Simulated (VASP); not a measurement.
The input files of a VASP run:

File KPOINTS:
```
Automatic mesh
0
Gamma
8 8 5
0 0 0
```

**POSCAR**
```
SiC
1
    1.5385284524    -2.6648092055     0.0000000000
    1.5385284524     2.6648092055     0.0000000000
    0.0000000000     0.0000000000     5.0519806083
Si C
2 2
Direct
  0.6666670000   0.3333330000   0.4996384767
  0.3333330000   0.6666670000   0.9996384767
  0.6666670000   0.3333330000   0.8753615233
  0.3333330000   0.6666670000   0.3753615233
```

**INCAR**
```
SYSTEM  =  SiC
PREC  =  Accurate; ENCUT  =  620; LREAL  =  F
LASPH  =  T
EDIFF  =  1E-6; NELM  =  100; ALGO  =  Normal
ISMEAR  =  0; SIGMA  =  0.05
GGA  =  PS
IBRION  =  2; NSW  =  40; ISIF  =  3
EDIFFG  =  -0.02; PSTRESS  =  50
LWAVE  =  F; LCHARG  =  F
```

POTCAR, in this order: Si C (PBE.64 set). Program: vasp_std.

### Question
Translate this PBEsol calculation to Ansatz.

### Answer
One equivalent input (not run):
Ansatz 0.2 input:
```yaml
crystal:
  lattice:
    - [1.5385285, -2.6648092, 0.0000000]
    - [1.5385285, 2.6648092, 0.0000000]
    - [0.0000000, 0.0000000, 5.0519806]
  atoms:
    - { symbol: Si, position: [0.6666670, 0.3333330, 0.4996385] }
    - { symbol: Si, position: [0.3333330, 0.6666670, 0.9996385] }
    - { symbol: C, position: [0.6666670, 0.3333330, 0.8753615] }
    - { symbol: C, position: [0.3333330, 0.6666670, 0.3753615] }
kpoints:
  mp_grid: { grid: [8, 8, 5] }
hamiltonian:
  xc: pbesol
  pseudopotentials: { kind: paw }
scf:
  occupations: { method: gaussian, width: 0.05 }
  max_iter: 100
relax:
  max_steps: 40
  f_tol: 0.02
  cell: { p_target: 5 }
output: { forces: true, stress: true, eigenvalues: true }
```
The two are equivalent in intent, not identical: each code has its own PAW files, so the cut-off isn't converted (ENCUT is set for VASP's; basis.ecutwfc is left out, and Ansatz then takes the one that its files recommend); Ansatz stops its SCF on the density residual and VASP on the energy change (EDIFF).

The compound is SiC in the wurtzite structure, the rare 2H polytype. This run relaxes it under an external pressure of 5 GPa. Symmetry was kept, so distortions that lower it aren't found.
